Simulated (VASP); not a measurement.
InAs, 2 atoms in the cell. It takes space group F-43m (No. 216, cubic). The conventional cell has a = 6.188 Å, b = 6.188 Å, c = 6.188 Å, α = 90.00°, β = 90.00°, γ = 90.00°. In (site symmetry -43m) has 4 As at 2.68 Å as nearest neighbours. Around As (site symmetry -43m) lie 4 In at 2.68 Å. 

```yaml
Program: VASP 6.6.1
Task: relaxation of cell and atoms
Functional: PBE
Potentials_or_basis: VASP PAW PBE potentials, release 64 (In_d, As)
Cutoff: 520 eV
k_mesh: 12 × 12 × 12
Occupations: gaussian, width 0.02 eV
Spin: no spin polarisation
Further_INCAR_settings: ALGO = Normal; EDIFF = 1e-07; IBRION = 2; EDIFFG = -0.002; NSW = 80; ISIF = 3
```

Potentials or basis: VASP PAW PBE potentials, release 64 (In_d, As).

Command:

```console
$ cat potpaw_PBE.64/In_d/POTCAR potpaw_PBE.64/As/POTCAR > POTCAR
$ mpirun -np 1 vasp_std > vasp.out
```

Hardware: 1 thread of Intel(R) Xeon(R) 6975P-C (Granite Rapids), on a shared host.

Q: How long does it take, and how much memory?

A: Wall time 30 s on 1 thread of Intel(R) Xeon(R) 6975P-C (Granite Rapids), with other jobs on the host, peak memory 0.24 GiB. Counts: scf iterations 16, k points 72, ion steps 1.
